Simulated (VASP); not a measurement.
An input for Quantum ESPRESSO's pw.x (written as the equivalent of a VASP run, and not itself run):

```
&CONTROL
  calculation = 'scf'
  pseudo_dir = './pseudo'
  outdir = './out'
  tprnfor = .true.
  tstress = .true.
/
&SYSTEM
  ibrav = 0
  nat = 2
  ntyp = 2
  ecutwfc = 84
  occupations = 'smearing'
  smearing = 'gaussian'
  degauss = 0.003675
  input_dft = 'pbe'
/
&ELECTRONS
  conv_thr = 7.3e-08
  electron_maxstep = 100
/
ATOMIC_SPECIES
  B 10.810 B.upf
  N 14.007 N.upf
CELL_PARAMETERS angstrom
     0.0000000    1.8075000    1.8075000
     1.8075000    0.0000000    1.8075000
     1.8075000    1.8075000    0.0000000
ATOMIC_POSITIONS crystal
  B    0.0000000  0.0000000  0.0000000
  N    0.2500000  0.2500000  0.2500000
K_POINTS automatic
  11 11 11 0 0 0
```

Problem. Write the VASP files for the same calculation (PBE).

Solution. This is not unique; one that fits is 
**POSCAR**
```
BN
1
    0.0000000000     1.8075000000     1.8075000000
    1.8075000000     0.0000000000     1.8075000000
    1.8075000000     1.8075000000     0.0000000000
B N
1 1
Direct
  0.0000000000   0.0000000000   0.0000000000
  0.2500000000   0.2500000000   0.2500000000
```

KPOINTS:
```
K-points
0
Gamma
11 11 11
```

### INCAR
```
BMIX  =  0.0001
SIGMA  =  0.05   ! width (eV)
LCHARG  =  .FALSE.
IMIX  =  4
EDIFF  =  1E-6   ! SCF stop (eV)
ISMEAR  =  0
ENCUT  =  520   ! plane-wave cut-off (eV)
LWAVE  =  .FALSE.
PREC  =  Accurate
AMIX  =  0.2
ISIF  =  2
GGA  =  PE   ! PBE
NELM  =  100   ! most electronic steps
LREAL  =  .FALSE.   ! projection in real space or not
ALGO  =  Normal   ! blocked Davidson
SYSTEM  =  BN
LASPH  =  .TRUE.   ! aspherical one-centre terms
```

POTCAR, in this order: B N (PBE.64 set). Program: vasp_std.

What does not carry over: the potentials are each code's own (VASP's PAW set, PseudoDojo norm-conserving files in pw.x), so ENCUT and ecutwfc are chosen apart and not converted; conv_thr bounds pw.x's estimated SCF error, while EDIFF bounds the energy change between steps.

The compound is BN in the zinc blende structure. The cell was not relaxed at this level. The run is one of a series of settings (AMIX = 0.2, BMIX = 0.0001, IMIX = 4 against the base run), some of them coarse on purpose.
